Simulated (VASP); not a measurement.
Runs of VASP 6.6.1 on RuSe. Symmetry: Pm-3m, No. 221, cubic system. The conventional cell has a = 3.188 Å, b = 3.188 Å, c = 3.188 Å, α = 90.00°, β = 90.00°, γ = 90.00°. Around Ru (site symmetry m-3m) lie 8 Se at 2.76 Å. Around Se (site symmetry m-3m) lie 8 Ru at 2.76 Å. The cell comes from a database or a generator and needn't be the stable form of this composition.

```csv
level,potentials or basis,gap on the mesh (eV),pressure (GPa),relaxed volume (Å³/atom)
PBEsol,"VASP PAW PBE potentials, release 64 (Ru_pv, Se)",none,0.0,14.72
PW91,"VASP PAW PBE potentials, release 64 (Ru_pv, Se)",none,0.0,15.42
optB88-vdW,"VASP PAW PBE potentials, release 64 (Ru_pv, Se)",none,-0.1,(b)
LDA,"VASP PAW LDA potentials, release 64 (Ru_pv, Se)",none,0.0,(a)
vdW-DF-cx,"VASP PAW PBE potentials, release 64 (Ru_pv, Se)",none,-0.1,14.93
PBE,"VASP PAW PBE potentials, release 64 (Ru_pv, Se)",none,0.0,15.31
RPBE,"VASP PAW PBE potentials, release 64 (Ru_pv, Se)",none,-0.1,15.59
AM05,"VASP PAW PBE potentials, release 64 (Ru_pv, Se)",none,0.0,14.60
revPBE,"VASP PAW PBE potentials, release 64 (Ru_pv, Se)",none,-0.1,15.52
BLYP,"VASP PAW PBE potentials, release 64 (Ru_pv, Se)",none,0.0,16.50
rev-vdW-DF2,"VASP PAW PBE potentials, release 64 (Ru_pv, Se)",none,0.0,15.18
```

Alike in all rows: task relaxation of cell and atoms; no spin polarisation; cell relaxed; k mesh 8 × 8 × 8; cutoff (eV) 600; smearing fermi-dirac 0.05 eV.

Fill in the values left out.

(a) 14.48; (b) 15.56.

Caveats: the PAW data sets were made with another functional, which shifts forces and pressure a little (some runs).

A k mesh can miss the band edges, and the runs leave out spin-orbit coupling on Ru, Se.

A gap of «none» marks a metal or a gap under the smearing width.
